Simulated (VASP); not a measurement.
**ZrF2: single point with PBE+U**

The system is ZrF2, a sheet with vacuum.

```
Zr F
1.0
     2.98876    0.00000    0.00000
    -1.49438    2.58834    0.00000
     0.00000    0.00000   29.71320
Zr F
1 2
Cartesian
  0.0000 0.0000 8.0000
  1.4944 0.8628 6.5179
  0.0000 1.7256 9.4821
```

The cell was built by a generator and needn't be a form met in nature.

- Program: VASP 6.6.1
- Task: single point
- Functional: PBE
- Potentials or basis: VASP PAW PBE potentials, release 64 (Zr_sv, F)
- Cutoff: 520 eV
- k mesh: 10 × 10 × 1
- Occupations: fermi-dirac, width 0.05 eV
- Spin: no spin polarisation
- Hubbard terms: Zr d U = 6 eV
- Dipole correction: yes
- Further INCAR settings: ALGO = Normal; EDIFF = 1e-06

| Quantity | Value |
| --- | --- |
| Largest force | 0.725 eV/Å |
| Band gap on the k mesh | 0.13 eV, indirect (least direct gap 0.81 eV) |
| Ionisation potential of the upper face | 4.64 eV |

Forces on the atoms (eV/Å):
```
Zr   0.000  0.000  0.000
F    0.000  0.000 -0.725
F    0.000  0.000  0.725
```

Levels at points of the mesh, in eV from the valence-band top:
```csv
k point,band 11,band 12,band 13,band 14,band 15,band 16
"(0.00, 0.00, 0.00)",-6.36,-6.36,-1.45,1.04,1.04,1.90
"(0.50, 0.00, 0.00)",-6.77,-6.59,-2.03,3.64,4.05,4.55
"(0.50, 0.50, 0.00)",-6.77,-6.59,-2.03,3.64,4.05,4.55
```

Eigenvalues of the final occupation matrices:
| site | spin | trace | eigenvalues |
| --- | --- | --- | --- |
| site 1 d | 1 | 0.78 | 0.08 0.08 0.16 0.23 0.23 |
| site 1 d | 2 | 0.78 | 0.08 0.08 0.16 0.23 0.23 |

Run time: 3.5 min on 1 thread of Intel(R) Xeon(R) Platinum 8375C CPU @ 2.90GHz (Ice Lake), with other jobs on the host, peak memory 0.4 GiB.
